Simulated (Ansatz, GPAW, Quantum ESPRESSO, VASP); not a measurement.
**Te₂Au (P1, 3 atoms in the cell) computed with different codes at matched settings**

Self-consistent single point, at a second geometry (atoms moved at random). First geometry:

```yaml
crystal:
  lattice:
    - [3.62209, -2.10455, 0.00000]
    - [3.62209, 2.10455, 0.00000]
    - [-0.01077, 0.00000, 5.19449]
  atoms:
    - { symbol: Te, position: [0.31867, 0.31867, 0.28912] }
    - { symbol: Te, position: [0.68133, 0.68133, 0.71088] }
    - { symbol: Au, position: [0.00000, 0.00000, 0.00000] }
```

Second geometry:
```yaml
crystal:
  lattice:
    - [3.62209, -2.10455, 0.00000]
    - [3.62209, 2.10455, 0.00000]
    - [-0.01077, 0.00000, 5.19449]
  atoms:
    - { symbol: Te, position: [0.32333, 0.30789, 0.28522] }
    - { symbol: Te, position: [0.67903, 0.67185, 0.71294] }
    - { symbol: Au, position: [0.99763, 0.02026, 0.00183] }
```

Shared settings, as Ansatz (an electronic-structure program) writes them: kpoints.mp_grid.grid = 7 7 5; scf.occupations.method = gaussian; scf.occupations.width = 0.1 eV. Potentials and cutoffs stand in the table.

```json
[
 {"code": "Quantum ESPRESSO", "model": "PBEsol, GBRV 1.5 ultrasoft (PBESOL) pseudopotentials", "ΔF from the first geometry (meV/atom)": "17.9", "pressure (GPa)": "-1.81", "largest force (eV/Å)": "0.916", "cutoff": "40 Ry"},
 {"code": "Ansatz", "model": "PBEsol, PAW files made with PBE", "ΔF from the first geometry (meV/atom)": "15.9", "pressure (GPa)": "-2.13", "largest force (eV/Å)": "0.842", "cutoff": "default"},
 {"code": "GPAW", "model": "PBEsol, GPAW PAW datasets PBEsol (made by gpaw-setup)", "ΔF from the first geometry (meV/atom)": "16.4", "pressure (GPa)": "-2.27", "largest force (eV/Å)": "0.849", "cutoff": "600 eV"},
 {"code": "VASP", "model": "PBEsol, VASP's PBE PAW potentials (set 64)", "ΔF from the first geometry (meV/atom)": "15.9", "pressure (GPa)": "-2.30", "largest force (eV/Å)": "0.841", "cutoff": "300 eV"}
]
```

Size of the force on each atom (eV/Å): Sizes of forces hide their directions.

```json
[
 {"code": "Quantum ESPRESSO", "Te1": "0.638", "Te2": "0.359", "Au3": "0.916"},
 {"code": "Ansatz", "Te1": "0.520", "Te2": "0.351", "Au3": "0.842"},
 {"code": "GPAW", "Te1": "0.543", "Te2": "0.353", "Au3": "0.849"},
 {"code": "VASP", "Te1": "0.521", "Te2": "0.349", "Au3": "0.841"}
]
```

On Ansatz's run: spin-orbit coupling is off.

The spread over the programs that give each value: ΔF from the first geometry within 2.0 meV/atom; pressure within 0.49 GPa; largest force within 0.075 eV/Å.

Ansatz's pressure is given at a fixed set of plane waves, as the other plane-wave codes print theirs; with its correction for the finite basis it is -2.09 GPa. In the force vectors, Quantum ESPRESSO (by 0.113) lies more than 0.08 eV/Å from the median of the plane-wave programs.

VASP's run is marked for a possible Pulay error in its stress at this cutoff; no cutoff test was made.

The starting cell comes from a database of computed structures (which also holds hypothetical and non-ambient phases and stackings), without a prior relaxation at this level. For this run, on top of that: atoms moved at random.

Left out of this page: CP2K, Elk and SIESTA (not drawn, or without a comparable value).

Keys are those of Ansatz 0.2.
